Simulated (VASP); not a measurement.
The system is Ta4NiO11.

```
Ta Ni O
1.0
     4.77089    0.00000    0.00513
     0.00000    5.82454    0.00000
    -1.98628    0.00000    7.25051
Ta Ni O
4 1 11
Direct
  0.61339 0.50000 0.76042
  0.38661 0.50000 0.23958
  0.16615 0.00000 0.79875
  0.83385 0.00000 0.20125
  0.50000 0.00000 0.50000
  0.33278 0.79913 0.65053
  0.66722 0.79913 0.34947
  0.90047 0.25786 0.80718
  0.09953 0.25786 0.19282
  0.66722 0.20087 0.34947
  0.33278 0.20087 0.65053
  0.09953 0.74214 0.19282
  0.90047 0.74214 0.80718
  0.50000 0.50000 0.00000
  0.50000 0.00000 0.00000
  0.50000 0.50000 0.50000
```

The cell was built by a generator and needn't be a form met in nature.

- Program: VASP 6.6.1
- Task: relaxation of cell and atoms
- Functional: PBEsol
- Potentials or basis: VASP PAW PBE potentials, release 64 (Ta_pv, Ni, O)
- Cutoff: 600 eV
- k mesh: 6 × 5 × 4
- Occupations: fermi-dirac, width 0.05 eV
- Spin: collinear spin, ferromagnetic start
- Starting moments: [0.0, 0.0, 0.0, 0.0, 1.0, 0.0, 0.0, 0.0, 0.0, 0.0, 0.0, 0.0, 0.0, 0.0, 0.0, 0.0] μB

At the start: pressure -5.3 GPa; volume 12.60 Å³/atom.

Question: How do energy, volume and symmetry change on relaxing?

Answer: Over 25 steps the energy falls by 6.4 meV/atom and the volume is 12.22 Å³/atom (-3.0 %); space group P2/m (No. 10, to 0.05 Å); moment 0.00 μB per cell.

The path:
| step | energy change (eV) | largest force (eV/Å) | pressure (GPa) | volume (Å³) |
| --- | --- | --- | --- | --- |
| 1 | 0.0000 | 0.2004 | -5.30 | 201.54 |
| 2 | 0.1445 | 0.9171 | 10.09 | 189.63 |
| 3 | -0.0803 | 0.3533 | -0.01 | 196.98 |
| 4 | -0.0873 | 0.4282 | 0.00 | 196.14 |
| 5 | -0.0908 | 0.2660 | -0.02 | 196.45 |
| 6 | -0.0943 | 0.1238 | 0.05 | 196.16 |
| 7 | -0.0946 | 0.0957 | 0.03 | 196.22 |
| 8 | -0.0978 | 0.0472 | -0.05 | 196.15 |
| 9 | -0.0986 | 0.0801 | -0.13 | 196.10 |
| 10 | -0.1002 | 0.0876 | 0.07 | 195.79 |
| 11 | -0.1002 | 0.0649 | 0.06 | 195.84 |
| 12 | -0.1010 | 0.0557 | -0.05 | 195.77 |
| 13 | -0.1011 | 0.0445 | -0.04 | 195.78 |
| 14 | -0.1014 | 0.0277 | 0.01 | 195.70 |
| 15 | -0.1014 | 0.0336 | 0.03 | 195.67 |
| 16 | -0.1015 | 0.0419 | -0.06 | 195.67 |
| 17 | -0.1015 | 0.0241 | -0.03 | 195.67 |
| 18 | -0.1016 | 0.0125 | 0.03 | 195.61 |
| 19 | -0.1016 | 0.0146 | 0.04 | 195.60 |
| 20 | -0.1016 | 0.0173 | -0.04 | 195.64 |
| 21 | -0.1016 | 0.0166 | -0.08 | 195.64 |
| 22 | -0.1016 | 0.0151 | -0.05 | 195.63 |
| 23 | -0.1017 | 0.0161 | 0.03 | 195.57 |
| 24 | -0.1017 | 0.0167 | 0.04 | 195.57 |
| 25 | -0.1017 | 0.0085 | -0.01 | 195.58 |

Final structure:
```cif
data_structure
_symmetry_space_group_name_H-M 'P 1'
_symmetry_Int_Tables_number 1
_cell_length_a 4.7052
_cell_length_b 5.7723
_cell_length_c 7.4842
_cell_angle_alpha 90.000
_cell_angle_beta 105.809
_cell_angle_gamma 90.000
_cell_volume 195.58
loop_
_atom_site_label
_atom_site_type_symbol
_atom_site_fract_x
_atom_site_fract_y
_atom_site_fract_z
_atom_site_occupancy
Ta1 Ta 0.60676 0.50000 0.76009 1
Ta2 Ta 0.39324 0.50000 0.23991 1
Ta3 Ta 0.16171 0.00000 0.79757 1
Ta4 Ta 0.83829 0.00000 0.20243 1
Ni1 Ni 0.50000 0.00000 0.50000 1
O1 O 0.33404 0.79953 0.64860 1
O2 O 0.66596 0.79953 0.35140 1
O3 O 0.90314 0.25978 0.80838 1
O4 O 0.09686 0.25978 0.19162 1
O5 O 0.66596 0.20047 0.35140 1
O6 O 0.33404 0.20047 0.64860 1
O7 O 0.09686 0.74022 0.19162 1
O8 O 0.90314 0.74022 0.80838 1
O9 O 0.50000 0.50000 0.00000 1
O10 O 0.50000 0.00000 0.00000 1
O11 O 0.50000 0.50000 0.50000 1
```

Caveat: the PAW data sets were made with another functional, which shifts forces and pressure a little.
